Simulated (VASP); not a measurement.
Cd2TeO:

```
Cd Te O
1.0
     4.20000    0.00000    0.00000
    -2.10000    3.63731    0.00000
     0.00000    0.00000   11.40000
Cd Te O
4 2 2
Cartesian
  0.0000 2.4249 8.5500
  2.1000 1.2124 5.7000
  2.1000 1.2124 2.8500
  0.0000 2.4249 0.0000
  0.0000 0.0000 9.5190
  0.0000 0.0000 3.8190
  0.0000 2.4249 6.3840
  2.1000 1.2124 0.6840
```

The cell was built by a generator and needn't be a form met in nature.

```yaml
Program: VASP 6.6.1
Task: relaxation of cell and atoms
Functional: PBE
Potentials_or_basis: VASP PAW PBE potentials, release 64 (Cd, Te, O)
Cutoff: 520 eV
k_mesh: 4 × 4 × 2
Occupations: gaussian, width 0.15 eV
Spin: no spin polarisation
```

At the start: pressure 8.3 GPa; volume 21.77 Å³/atom.

Q: Where does the relaxation end?

A: Over 12 steps the energy falls by 212.5 meV/atom and the volume is 23.33 Å³/atom (+7.2 %); space group P6_3mc (No. 186, to 0.05 Å).

The path:
| step | energy change (eV) | largest force (eV/Å) | pressure (GPa) | volume (Å³) |
| --- | --- | --- | --- | --- |
| 1 | 0.0000 | 2.5580 | 8.32 | 174.15 |
| 2 | -0.9911 | 0.8481 | -3.40 | 204.21 |
| 3 | -1.0138 | 1.0334 | -2.21 | 199.52 |
| 4 | -1.3369 | 0.4859 | -1.51 | 194.74 |
| 5 | -1.5741 | 0.7639 | 1.00 | 185.71 |
| 6 | -1.6377 | 0.5843 | -0.50 | 186.31 |
| 7 | -1.6673 | 0.2903 | -0.14 | 186.17 |
| 8 | -1.6848 | 0.1827 | 0.16 | 185.49 |
| 9 | -1.6921 | 0.1480 | 0.59 | 184.65 |
| 10 | -1.6996 | 0.0822 | -0.14 | 187.20 |
| 11 | -1.6996 | 0.0882 | -0.09 | 186.99 |
| 12 | -1.7000 | 0.0434 | 0.10 | 186.67 |

Final structure:
```
CELL_PARAMETERS angstrom
4.06177 0.00000 0.00000
-2.03088 3.51759 0.00000
0.00000 0.00000 13.06501
ATOMIC_POSITIONS crystal
Cd 0.33333 0.66667 0.72450
Cd 0.66667 0.33333 0.51529
Cd 0.66667 0.33333 0.22450
Cd 0.33333 0.66667 0.01529
Te 0.00000 0.00000 0.84587
Te 0.00000 0.00000 0.34587
O 0.33333 0.66667 0.55935
O 0.66667 0.33333 0.05935
```

Caveat: the k mesh is coarse (spacing up to 0.43 Å⁻¹), so the values aren't converged.
